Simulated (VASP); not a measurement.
**Sn2Pt: phonons from a supercell**

Wanted: whether Sn2Pt is dynamically stable, and its vibrational spectrum. The start is a cell from a database of measured crystal structures.

Main program and level: VASP 6.6.1; LDA; plane waves and PAW (Pt, Sn).

The database entry behind the starting cell differs from later determinations by our own check (0.1 to 0.3 % short, probably kX units), so it need not match the best structure at ambient conditions.

## 1. Set-up

It takes space group Fm-3m (No. 225, cubic). Conventional cell: a = 6.425 Å, b = 6.425 Å, c = 6.425 Å, α = 90.00°, β = 90.00°, γ = 90.00°. Nearest to Pt lie 8 Sn at 2.78 Å. Nearest to Sn lie 4 Pt at 2.78 Å. Farther neighbours are not listed.

Structure file:

```
Pt Sn
1.0
     0.00000    3.21250    3.21250
     3.21250    0.00000    3.21250
     3.21250    3.21250    0.00000
Pt Sn
1 2
Cartesian
  0.0000 0.0000 0.0000
  4.8187 4.8187 4.8187
  1.6062 1.6062 1.6062
```

## 2. Relax the host

Cell and atoms are relaxed first, so that later runs start from this functional's own cell.

INCAR

```
SYSTEM = Sn2Pt
PREC = Accurate
ENCUT = 350
EDIFF = 1E-06
NELM = 120
ISMEAR = 0
SIGMA = 0.05
LREAL = .FALSE.
ALGO = Normal
GGA = CA
NBANDS = 15
LORBIT = 11
LWAVE = .FALSE.
LCHARG = .FALSE.
KPAR = 4
IBRION = 2
NSW = 40
ISIF = 3
EDIFFG = -0.02
POTIM = 0.4
```

POSCAR

```
Sn2Pt
1.0
    0.0000000000      3.2125000000      3.2125000000
    3.2125000000      0.0000000000      3.2125000000
    3.2125000000      3.2125000000      0.0000000000
Pt Sn
1 2
Direct
    0.0000000000      0.0000000000      0.0000000000
    0.7500000000      0.7500000000      0.7500000000
    0.2500000000      0.2500000000      0.2500000000
```

KPOINTS

```
Automatic mesh
0
Gamma
5 5 5
0 0 0
```

Potentials, in the order of the species: Pt and Sn (LDA family, release 64).

Command:

```console
mpirun -np 4 vasp_std
```

The program printed:

```text
[banner, memory and clock lines left out]
running    4 mpi-ranks, on    1 nodes
 distrk:  each k-point on    1 cores,    4 groups
 distr:  one band on    1 cores,    1 groups

 POSCAR found type information on POSCAR PtSn
 POSCAR found :  2 types and       3 ions
 LDA part: xc-table for (Slater(with rela. corr.)+CA(PZ))
 , standard interpolation
 POSCAR, INCAR and KPOINTS ok, starting setup
 FFT: planning ... GRIDC
 FFT: planning ... GRID_SOFT
 FFT: planning ... GRID
 WAVECAR not read
 entering main loop
       N       E                     dE             d eps       ncg     rms          rms(c)
DAV:   1     0.488874762253E+02    0.48887E+02   -0.57599E+03   316   0.704E+02
DAV:   2    -0.166389730531E+02   -0.65526E+02   -0.61912E+02   384   0.155E+02
DAV:   3    -0.184701055741E+02   -0.18311E+01   -0.17103E+01   385   0.253E+01
DAV:   4    -0.184888636179E+02   -0.18758E-01   -0.18743E-01   370   0.242E+00
DAV:   5    -0.184891229203E+02   -0.25930E-03   -0.25930E-03   363   0.323E-01    0.797E+00
DAV:   6    -0.180832419598E+02    0.40588E+00   -0.11614E+00   328   0.100E+01    0.346E+00
DAV:   7    -0.179674373115E+02    0.11580E+00   -0.13862E-01   321   0.373E+00    0.221E+00
DAV:   8    -0.179173010613E+02    0.50136E-01   -0.69633E-02   356   0.200E+00    0.235E-01
DAV:   9    -0.179171799888E+02    0.12107E-03   -0.12629E-03   356   0.263E-01    0.168E-01
DAV:  10    -0.179172273005E+02   -0.47312E-04   -0.28297E-04   335   0.134E-01    0.292E-02
DAV:  11    -0.179172211175E+02    0.61829E-05   -0.10729E-05   398   0.305E-02    0.104E-02
DAV:  12    -0.179172219888E+02   -0.87124E-06   -0.24033E-06   275   0.982E-03
   1 F= -.17917222E+02 E0= -.17914371E+02  d E =-.179172E+02
 curvature:   0.00 expect dE= 0.000E+00 dE for cont linesearch  0.000E+00
 trial: gam= 0.00000 g(F)=  0.564E-45 g(S)=  0.191E-01 ort = 0.000E+00 (trialstep = 0.100E+01)
 search vector abs. value=  0.191E-01
 bond charge predicted
       N       E                     dE             d eps       ncg     rms          rms(c)
DAV:   1    -0.180370082597E+02   -0.11979E+00   -0.16475E+00   314   0.116E+01    0.217E+00
DAV:   2    -0.179334923081E+02    0.10352E+00   -0.50433E-01   335   0.710E+00    0.765E-01
DAV:   3    -0.179196132067E+02    0.13879E-01   -0.34664E-02   342   0.190E+00    0.253E-01
DAV:   4    -0.179178286494E+02    0.17846E-02   -0.65184E-03   321   0.405E-01    0.610E-02
DAV:   5    -0.179177362079E+02    0.92442E-04   -0.39257E-04   314   0.193E-01    0.445E-02
DAV:   6    -0.179177634996E+02   -0.27292E-04   -0.45961E-05   335   0.479E-02    0.759E-03
DAV:   7    -0.179177624450E+02    0.10546E-05   -0.59801E-06   342   0.203E-02    0.282E-03
DAV:   8    -0.179177623647E+02    0.80260E-07   -0.50140E-07   178   0.650E-03
   2 F= -.17917762E+02 E0= -.17915023E+02  d E =-.540376E-03
 trial-energy change:   -0.000540  1 .order   -0.000198   -0.019059    0.018662
 step:   0.5188(harm=  0.5053)  dis= 0.00000  next Energy=   -17.922214 (dE=-0.499E-02)
 bond charge predicted
       N       E                     dE             d eps       ncg     rms          rms(c)
DAV:   1    -0.179502455282E+02   -0.32483E-01   -0.38129E-01   314   0.559E+00    0.105E+00
DAV:   2    -0.179262758363E+02    0.23970E-01   -0.11808E-01   335   0.353E+00    0.442E-01
DAV:   3    -0.179226721685E+02    0.36037E-02   -0.88603E-03   342   0.945E-01    0.184E-01
DAV:   4    -0.179222900571E+02    0.38211E-03   -0.19557E-03   321   0.226E-01    0.361E-02
DAV:   5    -0.179222405505E+02    0.49507E-04   -0.23845E-04   307   0.142E-01    0.324E-02
DAV:   6    -0.179222420123E+02   -0.14618E-05   -0.24076E-05   307   0.426E-02    0.170E-03
DAV:   7    -0.179222421308E+02   -0.11852E-06   -0.52584E-07   171   0.640E-03
   3 F= -.17922242E+02 E0= -.17919458E+02  d E =-.502014E-02
 curvature:  -0.25 expect dE=-0.187E-06 dE for cont linesearch -0.187E-06
 trial: gam=-0.00620 g(F)=  0.118E-45 g(S)=  0.742E-06 ort = 0.119E-03 (trialstep = 0.904E+00)
 search vector abs. value=  0.129E-09
 reached required accuracy - stopping structural energy minimisation
```

It took 7 s on 4 MPI ranks of AMD EPYC 7R43, shared host; peak memory 0.45 GiB.

The logs omit lines about the potential files and the build; timing stands in the text.

Parts of OUTCAR (step 2):

```text
ion  position               nearest neighbor table
   1  0.000  0.000  0.000-   2 2.78   2 2.78   2 2.78   3 2.78   3 2.78   3 2.78   3 2.78   2 2.78

  LATTYP: Found a face centered cubic cell.
 ALAT       =     6.4250000000

 Subroutine GETGRP returns: Found 48 space group operations
 (whereof 48 operations were pure point group operations)

The static configuration has the point symmetry O_h .

 Found     10 irreducible k-points:

   k-points           NKPTS =     10   k-points in BZ     NKDIM =     10   number of bands    NBANDS=     15

   dimension x,y,z NGX =    28 NGY =   28 NGZ =   28
   dimension x,y,z NGXF=    56 NGYF=   56 NGZF=   56

   ENCUT  =  350.0 eV  25.72 Ry    5.07 a.u.   6.93  6.93  6.93*2*pi/ulx,y,z

   NELECT =      18.0000    total number of electrons

 k-points in reciprocal lattice and weights: Automatic mesh
   0.00000000  0.00000000  0.00000000       0.008
   0.20000000  0.00000000  0.00000000       0.064
   0.40000000  0.00000000  0.00000000       0.064
   0.20000000  0.20000000  0.00000000       0.048
   0.40000000  0.20000000  0.00000000       0.192
  -0.40000000  0.20000000  0.00000000       0.192
  -0.20000000  0.20000000  0.00000000       0.096
   0.40000000  0.40000000  0.00000000       0.048
  -0.40000000  0.40000000  0.00000000       0.096
  -0.40000000  0.40000000  0.20000000       0.192

 average (electrostatic) potential at core
       1 -67.3792       2 -42.3984       3 -42.3984

 E-fermi :   7.4280

 k-point     1 :       0.0000    0.0000    0.0000
  band No.  band energies     occupation
    ...
      3       1.9323      2.00000
      4       1.9323      2.00000
      5       3.6343      2.00000
      6       3.6343      2.00000
      7       4.4796      2.00000
      8       9.8133      0.00000
      9       9.8133      0.00000
     10       9.8133      0.00000
     11      10.1453      0.00000
     12      10.1453      0.00000
    ...

 k-point     2 :       0.2000    0.0000    0.0000
  band No.  band energies     occupation
    ...
      4       2.1209      2.00000
      5       3.5507      2.00000
      6       3.5507      2.00000
      7       5.2362      2.00000
      8       6.8459      2.00000
      9       8.3211      0.00000
     10       8.3211      0.00000
     11       9.9039      0.00000
     12      10.4408      0.00000
     13      10.4408      0.00000
    ...

 k-point     3 :       0.4000    0.0000    0.0000
  band No.  band energies     occupation
    ...
      5       3.4897      2.00000
      6       3.6137      2.00000
      7       3.6137      2.00000
      8       6.9373      2.00000
      9       6.9373      2.00000
     10       7.6917      0.00000
     11       8.7586      0.00000
     12      10.2218      0.00000
     13      10.2218      0.00000
     14      13.7150      0.00000
    ...

  Total       -0.0043859     -0.0043859     -0.0043859      0.0000000      0.0000000      0.0000000
  in kB       -0.1074814     -0.1074814     -0.1074814      0.0000000      0.0000000      0.0000000
  external PRESSURE =      -0.1074814 kB  Pullay stress =       0.0000000 kB

  energy-cutoff  :      350.00
  volume of cell :       65.38
      direct lattice vectors                 reciprocal lattice vectors
     0.000000000  3.197431783  3.197431783    -0.156375502  0.156375502  0.156375502
     3.197431783 -0.000000000  3.197431783     0.156375502 -0.156375502  0.156375502
     3.197431783  3.197431783 -0.000000000     0.156375502  0.156375502 -0.156375502

 POSITION                                       TOTAL-FORCE (eV/Angst)
 -----------------------------------------------------------------------------------
      0.00000      0.00000      0.00000        -0.000000     -0.000000     -0.000000
      4.79615      4.79615      4.79615         0.000000      0.000000      0.000000
      1.59872      1.59872      1.59872        -0.000000     -0.000000     -0.000000
 -----------------------------------------------------------------------------------
    total drift:                               -0.000000      0.000000      0.000000

  FREE ENERGIE OF THE ION-ELECTRON SYSTEM (eV)
  ---------------------------------------------------
  free  energy   TOTEN  =       -17.9222421308 eV

  energy  without entropy=      -17.9166731200  energy(sigma->0) =      -17.91945763

 reached required accuracy - stopping structural energy minimisation

 total charge
# of ion       s       p       d       tot
------------------------------------------
    1        0.704   0.632   8.141   9.478
    2        1.406   1.633   0.224   3.263
    3        1.406   1.633   0.224   3.263
--------------------------------------------------
tot          3.516   3.898   8.589  16.004

[... 3 further parts left out ...]
```

The k-mesh is coarse for a metal. The data set Sn keeps the semicore shell frozen, which is cheaper and a little less accurate. The run keeps the 48 symmetry operations of its start, so it cannot find a distortion of lower symmetry.

Relaxation path:

```tsv
step	energy less that of the first step (eV)	largest force (eV/Å)	pressure (GPa)	volume (Å³)
1	0.0000	0.0000	-1.70	66.31
2	-0.0005	0.0000	1.71	64.52
3	-0.0050	0.0000	-0.01	65.38
```

```tsv
conventional cell, symmetrised	before	after	change
a (Å)	6.425	6.395	-0.5 %
b (Å)	6.425	6.395	-0.5 %
c (Å)	6.425	6.395	-0.5 %
volume (Å³/atom)	22.10	21.79	-1.4 %
```

The relaxed structure:

```
Pt Sn
1.0
     0.00000    3.19743    3.19743
     3.19743    0.00000    3.19743
     3.19743    3.19743    0.00000
Pt Sn
1 2
Direct
  0.00000 0.00000 0.00000
  0.75000 0.75000 0.75000
  0.25000 0.25000 0.25000
```

Numbers from this step:

```yaml
electronic_cycles: 27
electrons: 18
free_energy_toten: -17.92 eV
energy_at_zero_smearing: -17.92 eV
fermi_energy: 7.428 eV
pressure: -0.01075 GPa
labelled_metallic_from_the_levels_on_this_mesh: yes
```

The run ended after 3 ionic steps, 0.005 eV below its first step, once forces and stress met EDIFFG = -0.02.

## 3. Tight relaxation

Force constants are second derivatives, so residual forces and stress must first be far smaller than in an ordinary relaxation. Smearing and mesh differ from the relaxation before, which can move the cell too.

INCAR

```
SYSTEM = Sn2Pt
PREC = Accurate
ENCUT = 350
EDIFF = 1E-08
NELM = 120
ISMEAR = 1
SIGMA = 0.2
LREAL = .FALSE.
ALGO = Fast
GGA = CA
NBANDS = 15
LORBIT = 11
LWAVE = .FALSE.
LCHARG = .FALSE.
KPAR = 4
IBRION = 1
NSW = 30
ISIF = 3
EDIFFG = -0.002
POTIM = 0.4
```

POSCAR

```
Sn2Pt
1.0
    0.0000000000      3.1974317831      3.1974317831
    3.1974317831      0.0000000000      3.1974317831
    3.1974317831      3.1974317831      0.0000000000
Pt Sn
1 2
Direct
    0.0000000000      0.0000000000      0.0000000000
    0.7500000000      0.7500000000      0.7500000000
    0.2500000000      0.2500000000      0.2500000000
```

KPOINTS

```
Automatic mesh
0
Gamma
9 9 9
0 0 0
```

Command:

```console
mpirun -np 4 vasp_std
```

The program printed:

```text
[... set-up lines as in an earlier step ...]
 entering main loop
       N       E                     dE             d eps       ncg     rms          rms(c)
DAV:   1     0.461168734035E+02    0.46117E+02   -0.58812E+03  1122   0.710E+02
DAV:   2    -0.167144367822E+02   -0.62831E+02   -0.58755E+02  1309   0.152E+02
DAV:   3    -0.185079102555E+02   -0.17935E+01   -0.17156E+01  1346   0.246E+01
DAV:   4    -0.185244851039E+02   -0.16575E-01   -0.16547E-01  1233   0.242E+00
DAV:   5    -0.185247555300E+02   -0.27043E-03   -0.27041E-03  1380   0.319E-01    0.820E+00
RMM:   6    -0.181200524670E+02    0.40470E+00   -0.10384E+00  1050   0.677E+00    0.375E+00
RMM:   7    -0.179972735041E+02    0.12278E+00   -0.11142E-01  1050   0.195E+00    0.224E+00
RMM:   8    -0.179502909472E+02    0.46983E-01   -0.60452E-02  1050   0.175E+00    0.254E-01
RMM:   9    -0.179504700261E+02   -0.17908E-03   -0.56441E-03  1052   0.516E-01    0.182E-01
RMM:  10    -0.179505378429E+02   -0.67817E-04   -0.91829E-04  1055   0.227E-01    0.269E-02
RMM:  11    -0.179505601959E+02   -0.22353E-04   -0.25251E-04  1121   0.936E-02    0.263E-02
RMM:  12    -0.179505626385E+02   -0.24426E-05   -0.24842E-05  1098   0.284E-02    0.177E-02
RMM:  13    -0.179505628155E+02   -0.17705E-06   -0.38280E-06  1054   0.131E-02    0.174E-03
RMM:  14    -0.179505628982E+02   -0.82698E-07   -0.11526E-06  1110   0.601E-03    0.186E-03
RMM:  15    -0.179505629107E+02   -0.12488E-07   -0.13368E-07  1015   0.223E-03    0.530E-04
RMM:  16    -0.179505629130E+02   -0.22853E-08   -0.18912E-08   792   0.866E-04
   1 F= -.17950563E+02 E0= -.17949377E+02  d E =-.179506E+02
 BRION: g(F)=  0.425E-45 g(S)=  0.444E-03
 bond charge predicted
       N       E                     dE             d eps       ncg     rms          rms(c)
DAV:   1    -0.179535326754E+02   -0.29698E-02   -0.38230E-02  1204   0.177E+00    0.339E-01
RMM:   2    -0.179510571121E+02    0.24756E-02   -0.11433E-02  1050   0.687E-01    0.144E-01
RMM:   3    -0.179506487770E+02    0.40834E-03   -0.87649E-04  1050   0.188E-01    0.513E-02
RMM:   4    -0.179506074696E+02    0.41307E-04   -0.14575E-04  1050   0.597E-02    0.954E-03
RMM:   5    -0.179506078471E+02   -0.37755E-06   -0.19236E-05  1053   0.262E-02    0.104E-02
RMM:   6    -0.179506072593E+02    0.58782E-06   -0.43332E-06  1051   0.136E-02    0.141E-03
RMM:   7    -0.179506073279E+02   -0.68599E-07   -0.71702E-07  1065   0.507E-03    0.989E-04
RMM:   8    -0.179506073460E+02   -0.18106E-07   -0.15060E-07  1002   0.219E-03    0.679E-04
RMM:   9    -0.179506073463E+02   -0.24306E-09   -0.20792E-08   781   0.787E-04
   2 F= -.17950607E+02 E0= -.17949279E+02  d E =-.444333E-04
 BRION: g(F)=  0.218E-46 g(S)=  0.283E-03 retain N=  1 mean eig= 0.56
 eig:   0.556
 bond charge predicted
       N       E                     dE             d eps       ncg     rms          rms(c)
DAV:   1    -0.179512629947E+02   -0.65565E-03   -0.75392E-03  1176   0.788E-01    0.150E-01
RMM:   2    -0.179507753500E+02    0.48764E-03   -0.22682E-03  1050   0.306E-01    0.626E-02
RMM:   3    -0.179506942106E+02    0.81139E-04   -0.17339E-04  1050   0.833E-02    0.215E-02
RMM:   4    -0.179506860612E+02    0.81494E-05   -0.29539E-05  1050   0.267E-02    0.418E-03
RMM:   5    -0.179506859800E+02    0.81166E-07   -0.37757E-06  1053   0.117E-02    0.440E-03
RMM:   6    -0.179506859418E+02    0.38208E-07   -0.69147E-07  1051   0.556E-03    0.660E-04
RMM:   7    -0.179506859491E+02   -0.73485E-08   -0.15006E-07  1037   0.232E-03    0.462E-04
RMM:   8    -0.179506859526E+02   -0.34597E-08   -0.28431E-08   810   0.992E-04
   3 F= -.17950686E+02 E0= -.17949420E+02  d E =-.786063E-04
 BRION: g(F)=  0.152E-46 g(S)=  0.318E-09 retain N=  1 mean eig= 0.56
 eig:   0.556
 reached required accuracy - stopping structural energy minimisation
```

Run time: 17 s. Hardware: 4 MPI ranks; peak memory 0.51 GiB; 66 s of CPU time.

OUTCAR, selected parts (step 3):

```text
  LATTYP: Found a face centered cubic cell.
 ALAT       =     6.3948635662

The static configuration has the point symmetry O_h .

 Found     35 irreducible k-points:

   k-points           NKPTS =     35   k-points in BZ     NKDIM =     35   number of bands    NBANDS=     15

   ENCUT  =  350.0 eV  25.72 Ry    5.07 a.u.   6.90  6.90  6.90*2*pi/ulx,y,z

   NELECT =      18.0000    total number of electrons

 E-fermi :   7.3532

 k-point     1 :       0.0000    0.0000    0.0000
  band No.  band energies     occupation
    ...
      3       1.9430      2.00000
      4       1.9430      2.00000
      5       3.6548      2.00000
      6       3.6548      2.00000
      7       4.4369      2.00000
      8       9.7943     -0.00000
      9       9.7943     -0.00000
     10       9.7943     -0.00000
     11      10.1177     -0.00000
     12      10.1177     -0.00000
    ...

 k-point     2 :       0.1111    0.0000    0.0000
  band No.  band energies     occupation
    ...
      3       2.0070      2.00000
      4       2.0070      2.00000
      5       3.6203      2.00000
      6       3.6203      2.00000
      7       4.8837      2.00000
      8       7.9916     -0.00006
      9       9.0475     -0.00000
     10       9.0475     -0.00000
     11      10.3576     -0.00000
     12      10.4449     -0.00000
    ...

  Total       -0.0000908     -0.0000908     -0.0000908     -0.0000000     -0.0000000      0.0000000
  in kB       -0.0022190     -0.0022190     -0.0022190     -0.0000000     -0.0000000      0.0000000
  external PRESSURE =      -0.0022190 kB  Pullay stress =       0.0000000 kB

  energy-cutoff  :      350.00
  volume of cell :       65.53
      direct lattice vectors                 reciprocal lattice vectors
     0.000000000  3.199883817  3.199883817    -0.156255673  0.156255673  0.156255673
     3.199883817 -0.000000000  3.199883817     0.156255673 -0.156255673  0.156255673
     3.199883817  3.199883817 -0.000000000     0.156255673  0.156255673 -0.156255673

 POSITION                                       TOTAL-FORCE (eV/Angst)
 -----------------------------------------------------------------------------------
      0.00000     -0.00000      0.00000        -0.000000     -0.000000     -0.000000
      4.79983      4.79983      4.79983        -0.000000     -0.000000     -0.000000
      1.59994      1.59994      1.59994         0.000000      0.000000      0.000000
 -----------------------------------------------------------------------------------
    total drift:                               -0.000000     -0.000000      0.000000

  FREE ENERGIE OF THE ION-ELECTRON SYSTEM (eV)
  ---------------------------------------------------
  free  energy   TOTEN  =       -17.9506859526 eV

  energy  without entropy=      -17.9468868448  energy(sigma->0) =      -17.94941958

 total charge
# of ion       s       p       d       tot
------------------------------------------
    1        0.703   0.624   8.154   9.481
    2        1.410   1.626   0.221   3.257
    3        1.410   1.626   0.221   3.257
--------------------------------------------------
tot          3.522   3.876   8.596  15.995

[... 3 parts as in an earlier step ...]

[... 7 further parts left out ...]
```

Little changed from the start: no atom moved by 0.005 Å and no cell edge by 0.1 %.

This step gave:

```
electronic cycles       : 33
free energy (TOTEN)     : -17.95 eV
energy at zero smearing : -17.95 eV
Fermi energy            : 7.353 eV
pressure                : -2.22e-4 GPa
```

The run ended after 3 ionic steps, 0.000 eV below its first step, once forces and stress met EDIFFG = -0.002.

(Part 1 of 3 ends here.)

[Lines on the potential files, build, host, timing and source positions are cut from VASP's logs without a mark.]

[Logs are printed without paths, hosts, clocks, repeated set-up lines and the standing remarks that a program may print on its own settings, such as how far it seeks lower states.]

[Hosts, paths, dates, database ids (printed as entryN), source tags and the programs' standing remarks are cut or masked in the printed files.]

[Runs that stopped without an error message from VASP are left out.]
